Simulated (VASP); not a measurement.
OSZICAR of a VASP run on W (bcc):

OSZICAR:
```
       N       E                     dE             d eps       ncg     rms          rms(c)
DAV:   1     0.735828547457E+02    0.73583E+02   -0.76918E+03  3678   0.143E+03
DAV:   2    -0.131627573518E+02   -0.86746E+02   -0.83703E+02  3896   0.332E+02
DAV:   3    -0.145989965410E+02   -0.14362E+01   -0.14225E+01  4141   0.423E+01
DAV:   4    -0.146053049929E+02   -0.63085E-02   -0.63080E-02  3921   0.310E+00
DAV:   5    -0.146053535328E+02   -0.48540E-04   -0.48538E-04  4059   0.268E-01    0.253E+01
DAV:   6    -0.141416079276E+02    0.46375E+00   -0.46011E-01  3855   0.903E+00    0.109E+01
DAV:   7    -0.140098869673E+02    0.13172E+00   -0.25182E-01  3986   0.622E+00    0.443E-01
DAV:   8    -0.140045803940E+02    0.53066E-02   -0.41147E-03  3741   0.103E+00    0.893E-02
DAV:   9    -0.140045890012E+02   -0.86072E-05   -0.43233E-05  4165   0.873E-02    0.578E-02
DAV:  10    -0.140045921156E+02   -0.31143E-05   -0.82147E-06  3939   0.410E-02    0.468E-03
DAV:  11    -0.140045920995E+02    0.16062E-07   -0.93880E-08  2028   0.409E-03
   1 F= -.99734615E+01 E0= -.99734030E+01  d E =-.997346E+01
       N       E                     dE             d eps       ncg     rms          rms(c)
DAV:   1    -0.174163237392E+02   -0.34117E+01   -0.11023E+02  3798   0.163E+02    0.428E+01
DAV:   2    -0.134838752008E+02    0.39324E+01   -0.51317E+00  3711   0.368E+01    0.978E+00
DAV:   3    -0.125857413013E+02    0.89813E+00   -0.19492E+00  3758   0.216E+01    0.748E+00
DAV:   4    -0.125746622084E+02    0.11079E-01   -0.72966E-02  3755   0.377E+00    0.457E-01
DAV:   5    -0.125727320319E+02    0.19302E-02   -0.81863E-03  3873   0.132E+00    0.803E-02
DAV:   6    -0.125727160912E+02    0.15941E-04   -0.12568E-04  3825   0.149E-01    0.990E-02
DAV:   7    -0.125727210720E+02   -0.49808E-05   -0.52868E-06  3882   0.320E-02    0.200E-03
DAV:   8    -0.125727210487E+02    0.23265E-07   -0.54373E-08  1969   0.332E-03
   2 F= -.92760017E+01 E0= -.92760032E+01  d E =0.697460E+00
       N       E                     dE             d eps       ncg     rms          rms(c)
DAV:   1    -0.175242421657E+02   -0.49515E+01   -0.96797E+01  3750   0.174E+02    0.265E+01
DAV:   2    -0.144366730713E+02    0.30876E+01   -0.51021E+00  3714   0.296E+01    0.852E+00
DAV:   3    -0.139019767656E+02    0.53470E+00   -0.15816E+00  3783   0.171E+01    0.371E+00
DAV:   4    -0.139087064494E+02   -0.67297E-02   -0.14634E-02  3774   0.170E+00    0.232E+00
DAV:   5    -0.139130616028E+02   -0.43552E-02   -0.11385E-02  3842   0.134E+00    0.364E-02
DAV:   6    -0.139130608884E+02    0.71438E-06   -0.11947E-04  3942   0.140E-01    0.241E-02
DAV:   7    -0.139130525438E+02    0.83446E-05   -0.26811E-06  3545   0.216E-02    0.715E-03
DAV:   8    -0.139130525474E+02   -0.36368E-08   -0.53466E-08  1959   0.294E-03
   3 F= -.99940834E+01 E0= -.99940597E+01  d E =-.206220E-01
       N       E                     dE             d eps       ncg     rms          rms(c)
DAV:   1    -0.139059095980E+02    0.71429E-02   -0.12001E-02  3759   0.179E+00    0.343E-01
DAV:   2    -0.139054941198E+02    0.41548E-03   -0.58277E-04  3735   0.346E-01    0.817E-02
DAV:   3    -0.139054136334E+02    0.80486E-04   -0.20526E-04  3803   0.201E-01    0.574E-02
DAV:   4    -0.139054138234E+02   -0.18994E-06   -0.57136E-06  3743   0.324E-02
   4 F= -.99942025E+01 E0= -.99941806E+01  d E =-.207410E-01
       N       E                     dE             d eps       ncg     rms          rms(c)
DAV:   1    -0.139030870013E+02    0.23266E-02   -0.10910E-03  3768   0.542E-01    0.105E-01
DAV:   2    -0.139030480819E+02    0.38919E-04   -0.54639E-05  3729   0.106E-01    0.250E-02
DAV:   3    -0.139030406327E+02    0.74491E-05   -0.19257E-05  3798   0.615E-02    0.176E-02
DAV:   4    -0.139030406777E+02   -0.44985E-07   -0.48755E-07  2250   0.993E-03
   5 F= -.99942031E+01 E0= -.99941815E+01  d E =-.207417E-01
```

Q: Which electronic solver shows in the log?

A: It is blocked Davidson (ALGO = Normal, or the opening steps of other solvers). The INCAR had ALGO = Normal.

Q: Can the final energy be trusted as converged?

A: The run converged. It stopped with EDIFF = 1E-6, NELM = 100, NSW = 40 and EDIFFG = -0.02 after 5 ionic steps (LDA (Ceperley-Alder, Perdew-Zunger), plane waves, VASP's LDA PAW potentials (set 64)). Energy and stress use the plane-wave basis of the starting cell.

The compound is W in the bcc structure. This run relaxes it under an external pressure of 45 GPa. Symmetry was kept, so distortions that lower it aren't found.
